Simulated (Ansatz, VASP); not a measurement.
# NbRu3C in VASP and in Ansatz

```
Ru Nb C
1.0
     4.06514    0.00000    0.00000
     0.00000    4.06514    0.00000
     0.00000    0.00000    4.06514
Ru Nb C
3 1 1
Direct
  0.50482 0.50205 0.00898
  0.48875 0.99205 0.50034
  0.00354 0.49763 0.51452
  0.00257 0.01736 0.00268
  0.50085 0.49707 0.50493
```

Change from the starting cell: atoms moved at random, drawn with an rms of 0.05 Å.

Alike in both runs: task single point; functional PBEsol; k mesh 7 × 7 × 7; occupations fermi-dirac, width 0.05 eV; no spin polarisation.

```csv
,VASP,Ansatz
version,VASP 6.6.1,Ansatz 0.2.0
potentials or method,"VASP PAW PBE potentials, release 64 (Ru_pv, Nb_sv, C)",Ansatz PAW
plane-wave cutoff (eV),520,420
valence electrons in the cell,59,65
```

Ansatz gave:

```
gap on the k mesh at the Fermi level (eV)       : none
pressure (GPa)                                  : -11.4
largest component of the traceless stress (GPa) : 0.24
rms of the force components (eV/Å)              : 0.198
```

Task: Estimate VASP's values.

Result: gap on the k mesh at the Fermi level (eV): none; pressure (GPa): -11.4; largest component of the traceless stress (GPa): 0.24; rms of the force components (eV/Å): 0.201.

Atom by atom the forces differ by 0.003 eV/Å (rms over components). A gap of «none» marks a metal or a gap that the smearing closes. The two sets of potentials don't hold the same shells in valence.

Caveats: the PAW data sets were made with another functional, which shifts forces and pressure a little (VASP); the PAW data sets come from PBE, with cores solved anew for the run's functional, which leaves a small shift of forces and pressure (Ansatz).
